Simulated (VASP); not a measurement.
Output of a VASP run:

File OSZICAR:
```
       N       E                     dE             d eps       ncg     rms          rms(c)
DAV:   1     0.946337151490E+02    0.94634E+02   -0.93199E+03   918   0.166E+03
DAV:   2     0.376115733302E+01   -0.90873E+02   -0.87280E+02   970   0.288E+02
DAV:   3    -0.254394637484E+01   -0.63051E+01   -0.62746E+01  1145   0.759E+01
DAV:   4    -0.262399442380E+01   -0.80048E-01   -0.80013E-01  1035   0.898E+00
DAV:   5    -0.262518865436E+01   -0.11942E-02   -0.11942E-02  1095   0.110E+00    0.655E+00
DAV:   6    -0.220634624468E+01    0.41884E+00   -0.92972E-01  1370   0.335E+01    0.498E+00
DAV:   7    -0.219297254195E+01    0.13374E-01   -0.31156E-01   940   0.530E+00    0.274E+00
DAV:   8    -0.219249094020E+01    0.48160E-03   -0.50500E-03  1030   0.686E-01    0.867E-01
DAV:   9    -0.219260853366E+01   -0.11759E-03   -0.85061E-04  1010   0.316E-01    0.104E-01
DAV:  10    -0.219264768789E+01   -0.39154E-04   -0.58115E-05  1080   0.786E-02    0.223E-02
DAV:  11    -0.219266694189E+01   -0.19254E-04   -0.19778E-05   940   0.447E-02    0.636E-03
DAV:  12    -0.219266710081E+01   -0.15892E-06   -0.10124E-06  1175   0.226E-02    0.300E-03
DAV:  13    -0.219266703798E+01    0.62834E-07   -0.23058E-07   914   0.109E-02
   1 F= -.21926670E+01 E0= -.21926670E+01  d E =0.000000E+00
```

**OUTCAR**
```
------------------------ aborting loop because EDIFF is reached ----------------------------------------
  FORCE on cell =-STRESS in cart. coord.  units (eV):
  Direction    XX          YY          ZZ          XY          YZ          ZX
  --------------------------------------------------------------------------------------
  Total        0.0011180      0.0011180      0.0011180      0.0000000     -0.0000000      0.0000000
  in kB        0.0446328      0.0446328      0.0446328      0.0000000     -0.0000000      0.0000000
  external PRESSURE =       0.0446328 kB  Pullay stress =       0.0000000 kB
  volume of cell :       40.13
      direct lattice vectors                 reciprocal lattice vectors
     0.000000000  2.717412695  2.717412695    -0.183998552  0.183998552  0.183998552
     2.717412695  0.000000000  2.717412695     0.183998552 -0.183998552  0.183998552
     2.717412695  2.717412695  0.000000000     0.183998552  0.183998552 -0.183998552
  FREE ENERGIE OF THE ION-ELECTRON SYSTEM (eV)
  ---------------------------------------------------
  free  energy   TOTEN  =        -2.1926670380 eV

  energy  without entropy=       -2.1926670380  energy(sigma->0) =       -2.19266704

 total charge

# of ion       s       p       d       tot
------------------------------------------
    1        0.523   0.463   9.805  10.790
    2        1.324   2.431   0.000   3.756
--------------------------------------------------
tot          1.847   2.894   9.805  14.546
```
(Selected blocks of OUTCAR.)

**POSCAR**
```
ZnS
1
    0.0000000000     2.7174126951     2.7174126951
    2.7174126951     0.0000000000     2.7174126951
    2.7174126951     2.7174126951     0.0000000000
Zn S
1 1
Direct
  0.0000000000   0.0000000000   0.0000000000
  0.2500000000   0.2500000000   0.2500000000
```

Question: Write an INCAR and KPOINTS that could have produced this output.

Answer: This is not unique; one that fits is the input of the run itself, optB88-vdW, plane waves, VASP's PBE PAW potentials (set 64).

File KPOINTS:
```
kpoints
0
G
 9 9 9
```

**INCAR**
```
SYSTEM = ZnS
PREC = Accurate
ENCUT = 520
EDIFF = 1E-7
NELM = 100
ALGO = Normal
LREAL = .FALSE.
LASPH = .TRUE.
ISMEAR = -5
GGA = BO
PARAM1 = 0.1833333333
PARAM2 = 0.22
LUSE_VDW = .TRUE.
AGGAC = 0.0
LMAXMIX = 4
LWAVE = .FALSE.
LCHARG = .TRUE.
LORBIT = 11
NEDOS = 601
ISIF = 2
```

POTCAR, in this order: Zn S (PBE.64 set). Program: vasp_std.

The compound is ZnS in the zinc blende structure. It was relaxed first.
